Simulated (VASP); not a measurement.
Given:

```
CdZnSe2
1.0
    4.12189     0.00000     0.00000
    0.00000     4.12189     0.00000
    0.00000     0.00000     5.90574
Zn Cd Se
1 1 2
Cartesian
  2.06094   2.06094   2.95287
  0.00000   4.12189   0.00000
  4.12189   2.06094   4.28923
  2.06094   0.00000   1.61650
```

Level of theory: PBEsol GGA with spin-orbit coupling, VASP's PBE PAW potentials (set 64) (plane waves; VASP). Settings: 400 eV cut-off, 5×5×4 Γ-centred mesh, Gaussian smearing of 0.050 eV, potentials Zn Cd Se.

What does the run give for the energy per atom (σ→0), band gap (over mesh and band path) with the smallest direct gap where there is one?

```
Quantity                                                Value
---------------------------------------------  --------------
band gap (over mesh and band path)                    0.61 eV
smallest direct gap (over mesh and band path)         0.61 eV
energy per atom (σ→0)                          -3.239 eV/atom
```

Total energies compare only between runs with the same potentials, cut-off and functional.

The structure comes from a computed database's ZnCdSe2 entry (P-4m2); how it stands against other phases isn't given here. It was relaxed first.
